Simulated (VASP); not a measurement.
# RPA total energies of AlN, part 4 of 6

Aim: total energies of AlN from exact exchange and RPA correlation, beside cheaper functionals. The scan starts from a database cell scaled to its smallest volume. The cell is of the zinc-blende type, which need not be the form that is stable at ambient conditions. The start is a computed cell from a database.

VASP 6.6.1, plane waves and PAW; the level of theory is named at each step.

So far. Step 16 (Orbitals, volume ratio 1): The run ends at a pressure of 4.36 GPa. Step 17 (Exact exchange, volume ratio 1): The Hartree-Fock energy on these orbitals is -12.9169 eV an atom.

## Step 18: Empty bands, volume ratio 1

This step: PBE; plane waves and PAW (Al_GW, N_GW) (VASP 6.6.1).

The empty bands are made again, for the run that follows.

INCAR

```
SYSTEM = AlN
PREC = Accurate
ENCUT = 570
ISMEAR = 0
SIGMA = 0.05
LREAL = .FALSE.
GGA = PE
NBANDS = 648
ALGO = Exact
NELM = 1
LWAVE = .TRUE.
LCHARG = .FALSE.
LOPTICS = .TRUE.
NEDOS = 1000
CSHIFT = 0.1
```

POSCAR

```
AlN
1.0
    0.0000000000      2.1839935596      2.1839935596
    2.1839935596      0.0000000000      2.1839935596
    2.1839935596      2.1839935596      0.0000000000
Al N
1 1
Direct
    0.0000000000      0.0000000000      0.0000000000
    0.2500000000      0.2500000000      0.2500000000
```

KPOINTS

```
Automatic mesh
0
Gamma
4 4 4
0 0 0
```

PAW data sets: Al_GW and N_GW (PBE family, release 64).

Launch:

```console
> mpirun -np 8 vasp_std
```

Output:

```text
[banner, memory and clock lines left out]
running    8 mpi-ranks, on    1 nodes
[...]
[... a notice as in an earlier step ...]

 LDA part: xc-table for (Slater+PW92), standard interpolation
 found WAVECAR, reading the header
  number of bands has changed, file:    10 present:   648
  trying to continue reading WAVECAR, but it might fail
 POSCAR, INCAR and KPOINTS ok, starting setup
[...]
reading WAVECAR
 random initialization beyond band           10
 the WAVECAR file was read successfully
 initial charge from wavefunction
 entering main loop
       N       E                     dE             d eps       ncg     rms          rms(c)
DIA:   1    -0.148406E+02   -0.14841E+02    0.00000E+00     0   0.000E+00
   1 F= -.14840616E+02 E0= -.14840616E+02  d E =-.922768E-78
 writing wavefunctions
 optical routines
 imaginary and real dielectric function
 recalculating local potential from charge density
 direction            1
 direction            2
 direction            3
```

Run time: 3 s. Hardware: 8 MPI ranks of Intel Xeon 6975P-C (Granite Rapids), shared host; peak memory 0.96 GiB; 16 s of CPU time.

Parts of OUTCAR (step 18):

```text
  Total        0.5670806      0.5670806      0.5670806      0.0000000      0.0000000      0.0000000
  in kB       43.6085144     43.6085144     43.6085144      0.0000000      0.0000000      0.0000000
  external PRESSURE =      43.6085144 kB  Pullay stress =       0.0000000 kB

 POSITION                                       TOTAL-FORCE (eV/Angst)
 -----------------------------------------------------------------------------------
      0.00000      0.00000      0.00000        -0.000000     -0.000000     -0.000000
      1.09200      1.09200      1.09200         0.000000      0.000000      0.000000
 -----------------------------------------------------------------------------------
    total drift:                               -0.000000     -0.000000     -0.000000

  FREE ENERGIE OF THE ION-ELECTRON SYSTEM (eV)
  ---------------------------------------------------
  free  energy   TOTEN  =       -14.8406163240 eV

  energy  without entropy=      -14.8406163240  energy(sigma->0) =      -14.84061632

[... 1 part as in an earlier step ...]

[... 2 further parts left out ...]
[key lines of the parts left out:]
E-fermi :   5.6335
```

WAVECAR now holds 648 bands for 8 electrons.

## Step 19: RPA correlation, volume ratio 1

This step: RPA correlation on PBE orbitals; plane waves and PAW (Al_GW, N_GW) (VASP 6.6.1).

RPA correlation at this point.

INCAR

```
SYSTEM = AlN
PREC = Accurate
ENCUT = 570
ISMEAR = 0
SIGMA = 0.05
LREAL = .FALSE.
GGA = PE
NBANDS = 648
ALGO = ACFDT
ENCUTGW = 200
NOMEGA = 12
PRECFOCK = Fast
LWAVE = .FALSE.
LCHARG = .FALSE.
```

POSCAR is that of step 18.

KPOINTS is that of step 18.

Launch:

```console
> mpirun -np 8 vasp_std
```

Output:

```text
[banner, memory and clock lines left out]
running    8 mpi-ranks, on    1 nodes
[...]
[... a notice as in an earlier step ...]

 LDA part: xc-table for (Slater+PW92), standard interpolation
 found WAVECAR, reading the header
 POSCAR, INCAR and KPOINTS ok, starting setup
[...]
reading WAVECAR
 the WAVECAR file was read successfully
 initial charge from wavefunction
 available memory per node:     32.29 GB, setting MAXMEM to     33065

 The Fermi energy was updated, please check that it is located mid-gap
 values below the HOMO (VB) or above the LUMO (CB) will cause erroneous energies
 E-fermi :   6.6238

 the WAVEDER file was read successfully
 set NWRITE>2 for more details about minimax calculation
 number of imaginary grid points requested:      12
 number of distinct grids requested:  1
 quadrature errors minimized for energies in [ 0.330E+01, 0.572E+03 ]
 bosonic grid (T=0, re) determined with error: 0.1037E-07
 bosonic grid (re): 0.1037E-07
[...]
NQ=   2    0.2500    0.0000    0.0000,
|.........|.........|.........|.........
 performed       3946000 updates of chi_q(r,r)
 total number of BLAS operations        596.85 Gflops
NQ=   3    0.5000    0.0000    0.0000,
|.........|.........|.........|.........
 performed       5919000 updates of chi_q(r,r)
 total number of BLAS operations        897.45 Gflops
NQ=   4    0.2500    0.2500    0.0000,
|.........|.........|.........|.........
 performed       7892000 updates of chi_q(r,r)
 total number of BLAS operations       1176.66 Gflops
NQ=   5    0.5000    0.2500    0.0000,
|.........|.........|.........|.........
 performed       9865000 updates of chi_q(r,r)
 total number of BLAS operations       1451.68 Gflops
NQ=   6   -0.2500    0.2500    0.0000,
|.........|.........|.........|.........
 performed      11838000 updates of chi_q(r,r)
 total number of BLAS operations       1735.11 Gflops
NQ=   7    0.5000    0.5000    0.0000,
|.........|.........|.........|.........
 performed      13811000 updates of chi_q(r,r)
 total number of BLAS operations       1985.70 Gflops
NQ=   8   -0.2500    0.5000    0.2500,
|.........|.........|.........|.........
 performed      15784000 updates of chi_q(r,r)
 total number of BLAS operations       2313.00 Gflops
 entering main loop
```

Elapsed: 19 s, on 8 MPI ranks; peak memory 1.5 GiB; 2 min of CPU time.

OUTCAR, selected parts (step 19):

```text
      cutoff energy     smooth cutoff   RPA   correlation   Hartree contr. to MP2
---------------------------------------------------------------------------------
            200.000           160.000      -11.5039603410      -18.2445629695
            190.476           152.381      -11.4026294464      -18.1245299966
            181.406           145.125      -11.2971212072      -17.9976361235
            172.768           138.214      -11.1829876940      -17.8582096170
            164.541           131.632      -11.0625351576      -17.7087454482
            156.705           125.364      -10.9375061817      -17.5509556344
            149.243           119.394      -10.8072037858      -17.3839631957
            142.136           113.709      -10.6666897738      -17.2012127194
  linear regression

[... 2 parts as in an earlier step ...]

[... 2 further parts left out ...]
[key lines of the parts left out:]
E-fermi :   6.6238
```

The correlation energy is -6.3737 eV an atom, -14 meV against the point before. With exact exchange the total is -19.2906 eV an atom.

## Step 20: Comparison: r2SCAN, volume ratio 1

This step: r2SCAN; plane waves and PAW (Al_GW, N_GW) (VASP 6.6.1).

The comparison at this point.

INCAR

```
SYSTEM = AlN
PREC = Accurate
ENCUT = 570
EDIFF = 1E-06
NELM = 100
ISMEAR = 0
SIGMA = 0.05
LREAL = .FALSE.
ALGO = Normal
METAGGA = R2SCAN
LASPH = .TRUE.
NBANDS = 10
LWAVE = .FALSE.
LCHARG = .FALSE.
KPAR = 8
```

POSCAR is that of step 19.

KPOINTS is that of step 19.

Launch:

```console
> mpirun -np 8 vasp_std
```

Output:

```text
[... set-up lines as in an earlier step ...]
 entering main loop
       N       E                     dE             d eps       ncg     rms          rms(c)
DAV:   1     0.275961E+02    0.27596E+02   -0.50511E+03   168   0.797E+02
DAV:   2    -0.211398E+02   -0.48736E+02   -0.45966E+02   182   0.216E+02
DAV:   3    -0.236566E+02   -0.25168E+01   -0.25114E+01   194   0.441E+01
DAV:   4    -0.236774E+02   -0.20846E-01   -0.20838E-01   218   0.486E+00
[...]
DAV:  10    -0.191373E+02   -0.91089E-04   -0.15298E-04   178   0.179E-01    0.231E-03
DAV:  11    -0.191373E+02   -0.10034E-05   -0.29378E-06   204   0.155E-02    0.150E-03
DAV:  12    -0.191373E+02   -0.52487E-07   -0.44651E-07   104   0.659E-03
   1 F= -.19137271E+02 E0= -.19137271E+02  d E =-.182916E-10
```

The job ended after 4.2 s (8 MPI ranks; peak memory 1 GiB; 24 s of CPU time).

From OUTCAR (step 20):

```text
  Total       -0.0304688     -0.0304688     -0.0304688     -0.0000000     -0.0000000      0.0000000
  in kB       -2.3430542     -2.3430542     -2.3430542     -0.0000000     -0.0000000      0.0000000
  external PRESSURE =      -2.3430542 kB  Pullay stress =       0.0000000 kB

 POSITION                                       TOTAL-FORCE (eV/Angst)
 -----------------------------------------------------------------------------------
      0.00000      0.00000      0.00000        -0.000000     -0.000000      0.000000
      1.09200      1.09200      1.09200         0.000000      0.000000     -0.000000
 -----------------------------------------------------------------------------------
    total drift:                               -0.000001     -0.000001     -0.000000

  FREE ENERGIE OF THE ION-ELECTRON SYSTEM (eV)
  ---------------------------------------------------
  free  energy   TOTEN  =       -19.1372705019 eV

  energy  without entropy=      -19.1372705018  energy(sigma->0) =      -19.13727050

[... 2 parts as in an earlier step ...]

[... 1 further part left out ...]
[key lines of the parts left out:]
E-fermi :   4.9114
```

Its energy is -9.5686 eV an atom, on a zero of its own.

## Step 21: Orbitals for comparison: HSE06, volume ratio 1

This step: PBE; plane waves and PAW (Al_GW, N_GW) (VASP 6.6.1).

Starting orbitals, as before.

INCAR

```
SYSTEM = AlN
PREC = Accurate
ENCUT = 570
EDIFF = 1E-05
NELM = 100
ISMEAR = 0
SIGMA = 0.05
LREAL = .FALSE.
ALGO = Normal
GGA = PE
NBANDS = 10
LORBIT = 11
LWAVE = .TRUE.
LCHARG = .FALSE.
KPAR = 8
```

POSCAR is that of step 20.

KPOINTS is that of step 20.

Launch:

```console
> mpirun -np 8 vasp_std
```

Output:

```text
[... set-up lines as in an earlier step ...]
 entering main loop
       N       E                     dE             d eps       ncg     rms          rms(c)
[... 10 cycles as in an earlier step ...]
DAV:  11    -0.148406E+02    0.20835E-05   -0.78327E-06   124   0.328E-02
   1 F= -.14840616E+02 E0= -.14840616E+02  d E =-.436759E-20
 writing wavefunctions
```

The job ended after 1.6 s (8 MPI ranks; peak memory 0.99 GiB; 6.2 s of CPU time).

From OUTCAR (step 21):

```text
  Total        0.5650771      0.5650771      0.5650771      0.0000000     -0.0000000      0.0000000
  in kB       43.4544489     43.4544489     43.4544489      0.0000000     -0.0000000      0.0000000
  external PRESSURE =      43.4544489 kB  Pullay stress =       0.0000000 kB

  FREE ENERGIE OF THE ION-ELECTRON SYSTEM (eV)
  ---------------------------------------------------
  free  energy   TOTEN  =       -14.8406160537 eV

  energy  without entropy=      -14.8406160537  energy(sigma->0) =      -14.84061605

[... 3 parts as in an earlier step ...]

[... 1 further part left out ...]
[key lines of the parts left out:]
E-fermi :   5.2931
```

The run ends at a pressure of 4.35 GPa.

## Step 22: Comparison: HSE06, volume ratio 1

This step: HSE06; plane waves and PAW (Al_GW, N_GW) (VASP 6.6.1).

The comparison at this point.

INCAR

```
SYSTEM = AlN
PREC = Accurate
ENCUT = 570
EDIFF = 1E-06
NELM = 100
ISMEAR = 0
SIGMA = 0.05
LREAL = .FALSE.
ALGO = Normal
LHFCALC = .TRUE.
AEXX = 0.25
GGA = PE
HFSCREEN = 0.2
LASPH = .TRUE.
NBANDS = 10
PRECFOCK = Fast
LWAVE = .FALSE.
LCHARG = .FALSE.
KPAR = 8
```

POSCAR is that of step 21.

KPOINTS is that of step 21.

The run starts from files that an earlier step left in the folder.

Launch:

```console
> mpirun -np 8 vasp_std
```

Output:

```text
[... set-up lines as in an earlier step ...]
 entering main loop
       N       E                     dE             d eps       ncg     rms          rms(c)
DAV:   1    -0.174133E+02   -0.17413E+02   -0.32112E-01   168   0.635E+00    0.345E-01
DAV:   2    -0.174148E+02   -0.14662E-02   -0.28777E-03   188   0.438E-01    0.224E-01
DAV:   3    -0.174142E+02    0.54331E-03   -0.15683E-04   192   0.155E-01    0.132E-01
DAV:   4    -0.174141E+02    0.19162E-03   -0.67204E-05   174   0.107E-01    0.770E-02
DAV:   5    -0.174140E+02    0.63199E-04   -0.24837E-05   192   0.672E-02    0.449E-02
DAV:   6    -0.174140E+02    0.20631E-04   -0.79524E-06   180   0.412E-02    0.261E-02
DAV:   7    -0.174140E+02    0.65921E-05   -0.26544E-06   160   0.247E-02    0.151E-02
DAV:   8    -0.174140E+02    0.21375E-05   -0.84874E-07    88   0.141E-02    0.879E-03
DAV:   9    -0.174140E+02    0.73387E-06   -0.36316E-07    86   0.790E-03
   1 F= -.17413960E+02 E0= -.17413960E+02  d E =-.126707E-21
```

Elapsed: 9.4 s, on 8 MPI ranks; peak memory 1.7 GiB.

Parts of OUTCAR (step 22):

```text
 POSITION                                       TOTAL-FORCE (eV/Angst)
 -----------------------------------------------------------------------------------
      0.00000      0.00000      0.00000         0.000000      0.000000     -0.000000
      1.09200      1.09200      1.09200        -0.000000     -0.000000      0.000000
 -----------------------------------------------------------------------------------
    total drift:                               -0.000003     -0.000003     -0.000003

  FREE ENERGIE OF THE ION-ELECTRON SYSTEM (eV)
  ---------------------------------------------------
  free  energy   TOTEN  =       -17.4139598008 eV

  energy  without entropy=      -17.4139598008  energy(sigma->0) =      -17.41395980

[... 2 parts as in an earlier step ...]

[... 1 further part left out ...]
[key lines of the parts left out:]
E-fermi :   4.3408
```

Its energy is -8.7070 eV an atom, on a zero of its own.

## Step 23: Orbitals, volume ratio 1.03

This step: PBE; plane waves and PAW (Al_GW, N_GW) (VASP 6.6.1).

The same chain follows at a volume ratio of 1.03.

INCAR

```
SYSTEM = AlN
PREC = Accurate
ENCUT = 570
EDIFF = 1E-08
NELM = 100
ISMEAR = 0
SIGMA = 0.05
LREAL = .FALSE.
ALGO = Normal
GGA = PE
NBANDS = 10
LORBIT = 11
LWAVE = .TRUE.
LCHARG = .FALSE.
KPAR = 8
```

POSCAR

```
AlN
1.0
    0.0000000000      2.2056186646      2.2056186646
    2.2056186646      0.0000000000      2.2056186646
    2.2056186646      2.2056186646      0.0000000000
Al N
1 1
Direct
    0.0000000000      0.0000000000      0.0000000000
    0.2500000000      0.2500000000      0.2500000000
```

KPOINTS is that of step 22.

Launch:

```console
> mpirun -np 8 vasp_std
```

Output:

```text
[... set-up lines as in an earlier step ...]
 entering main loop
       N       E                     dE             d eps       ncg     rms          rms(c)
DAV:   1     0.292462E+02    0.29246E+02   -0.48858E+03   160   0.787E+02
DAV:   2    -0.151190E+02   -0.44365E+02   -0.41775E+02   192   0.210E+02
DAV:   3    -0.171607E+02   -0.20417E+01   -0.20359E+01   194   0.394E+01
DAV:   4    -0.171788E+02   -0.18087E-01   -0.18085E-01   210   0.414E+00
[...]
DAV:  12    -0.148459E+02   -0.20845E-06   -0.32416E-07   182   0.467E-03    0.879E-04
DAV:  13    -0.148459E+02    0.12883E-07   -0.10338E-07   254   0.299E-03    0.762E-05
DAV:  14    -0.148459E+02   -0.24964E-08   -0.10064E-09   108   0.317E-04
   1 F= -.14845886E+02 E0= -.14845886E+02  d E =-.122324E-18
 writing wavefunctions
```

Elapsed: 1.6 s, on 8 MPI ranks; peak memory 1 GiB; 6.7 s of CPU time.

Parts of OUTCAR (step 23):

```text
  Total       -0.2086139     -0.2086139     -0.2086139     -0.0000000     -0.0000000      0.0000000
  in kB      -15.5751615    -15.5751615    -15.5751615     -0.0000000     -0.0000000      0.0000000
  external PRESSURE =     -15.5751615 kB  Pullay stress =       0.0000000 kB

 POSITION                                       TOTAL-FORCE (eV/Angst)
 -----------------------------------------------------------------------------------
      0.00000      0.00000      0.00000        -0.000000      0.000000      0.000000
      1.10281      1.10281      1.10281         0.000000     -0.000000     -0.000000
 -----------------------------------------------------------------------------------
    total drift:                               -0.000000     -0.000000     -0.000000

  FREE ENERGIE OF THE ION-ELECTRON SYSTEM (eV)
  ---------------------------------------------------
  free  energy   TOTEN  =       -14.8458862465 eV

  energy  without entropy=      -14.8458862465  energy(sigma->0) =      -14.84588625

[... 1 part as in an earlier step ...]

[... 2 further parts left out ...]
[key lines of the parts left out:]
E-fermi :   5.0335
```

The run ends at a pressure of -1.56 GPa.

## Step 24: Exact exchange, volume ratio 1.03

This step: Hartree-Fock energy on PBE orbitals; plane waves and PAW (Al_GW, N_GW) (VASP 6.6.1).

Exact exchange at this point.

INCAR

```
SYSTEM = AlN
PREC = Accurate
ENCUT = 570
ISMEAR = 0
SIGMA = 0.05
LREAL = .FALSE.
GGA = PE
NBANDS = 10
ALGO = Eigenval
NELM = 1
LHFCALC = .TRUE.
AEXX = 1
ALDAC = 0
AGGAC = 0
PRECFOCK = Normal
LWAVE = .FALSE.
LCHARG = .FALSE.
```

POSCAR is that of step 23.

KPOINTS is that of step 23.

The run starts from files that an earlier step left in the folder.

Launch:

```console
> mpirun -np 8 vasp_std
```

Output:

```text
[... set-up lines as in an earlier step ...]
 entering main loop
       N       E                     dE             d eps       ncg     rms          rms(c)
EIG:   1    -0.258073E+02   -0.25807E+02    0.00000E+00     0   0.000E+00
   1 F= -.25807343E+02 E0= -.25807343E+02  d E =-.336867E-27
```

Run time: 4.2 s. Hardware: 8 MPI ranks; peak memory 0.82 GiB; 23 s of CPU time.

Parts of OUTCAR (step 24):

```text
 POSITION                                       TOTAL-FORCE (eV/Angst)
 -----------------------------------------------------------------------------------
      0.00000      0.00000      0.00000        -0.000000     -0.000000      0.000000
      1.10281      1.10281      1.10281         0.000000      0.000000     -0.000000
 -----------------------------------------------------------------------------------
    total drift:                               -0.000000     -0.000000     -0.000000

  FREE ENERGIE OF THE ION-ELECTRON SYSTEM (eV)
  ---------------------------------------------------
  free  energy   TOTEN  =       -25.8073426016 eV

  energy  without entropy=      -25.8073426016  energy(sigma->0) =      -25.80734260

[... 2 parts as in an earlier step ...]

[... 1 further part left out ...]
[key lines of the parts left out:]
E-fermi :   5.1060
```

The Hartree-Fock energy on these orbitals is -12.9037 eV an atom.

## Step 25: Empty bands, volume ratio 1.03

This step: PBE; plane waves and PAW (Al_GW, N_GW) (VASP 6.6.1).

The empty bands are made again, for the run that follows.

INCAR

```
SYSTEM = AlN
PREC = Accurate
ENCUT = 570
ISMEAR = 0
SIGMA = 0.05
LREAL = .FALSE.
GGA = PE
NBANDS = 680
ALGO = Exact
NELM = 1
LWAVE = .TRUE.
LCHARG = .FALSE.
LOPTICS = .TRUE.
NEDOS = 1000
CSHIFT = 0.1
```

POSCAR is that of step 24.

KPOINTS is that of step 24.

Launch:

```console
> mpirun -np 8 vasp_std
```

Output:

```text
[banner, memory and clock lines left out]
running    8 mpi-ranks, on    1 nodes
[...]
[... a notice as in an earlier step ...]

 LDA part: xc-table for (Slater+PW92), standard interpolation
 found WAVECAR, reading the header
  number of bands has changed, file:    10 present:   680
  trying to continue reading WAVECAR, but it might fail
 POSCAR, INCAR and KPOINTS ok, starting setup
[...]
reading WAVECAR
 random initialization beyond band           10
 the WAVECAR file was read successfully
 initial charge from wavefunction
 entering main loop
       N       E                     dE             d eps       ncg     rms          rms(c)
DIA:   1    -0.148459E+02   -0.14846E+02    0.00000E+00     0   0.000E+00
   1 F= -.14845886E+02 E0= -.14845886E+02  d E =-.200923E-10
 writing wavefunctions
 optical routines
 imaginary and real dielectric function
 recalculating local potential from charge density
 direction            1
 direction            2
 direction            3
```

Elapsed: 3.2 s, on 8 MPI ranks; peak memory 1 GiB; 16 s of CPU time.

From OUTCAR (step 25):

```text
  Total       -0.2085481     -0.2085481     -0.2085481     -0.0000000      0.0000000     -0.0000000
  in kB      -15.5702507    -15.5702507    -15.5702507     -0.0000000      0.0000000     -0.0000000
  external PRESSURE =     -15.5702507 kB  Pullay stress =       0.0000000 kB

 POSITION                                       TOTAL-FORCE (eV/Angst)
 -----------------------------------------------------------------------------------
      0.00000      0.00000      0.00000         0.000000      0.000000      0.000000
      1.10281      1.10281      1.10281        -0.000000     -0.000000     -0.000000
 -----------------------------------------------------------------------------------
    total drift:                               -0.000000     -0.000000     -0.000000

  FREE ENERGIE OF THE ION-ELECTRON SYSTEM (eV)
  ---------------------------------------------------
  free  energy   TOTEN  =       -14.8458862484 eV

  energy  without entropy=      -14.8458862484  energy(sigma->0) =      -14.84588625

[... 1 part as in an earlier step ...]

[... 2 further parts left out ...]
[key lines of the parts left out:]
E-fermi :   4.9418
```

WAVECAR now holds 680 bands for 8 electrons.

[end of part 4 of 6]

[Long decimals in the printed logs are rounded to 6 places.]

[Lines on the potential files, build, host, timing and source positions are cut from VASP's logs without a mark.]

[Logs are printed without paths, hosts, clocks, repeated set-up lines and the standing remarks that a program may print on its own settings, such as how far it seeks lower states.]

[Hosts, paths, dates, database ids (printed as entryN), source tags and the programs' standing remarks are cut or masked in the printed files.]

[Measured values are set beside computed ones only where the two were judged alike; some that the calculation misses by far are left out.]

[Pressures printed for these runs are not shown converged in the cutoff: they can be off by several GPa and have the wrong sign.]
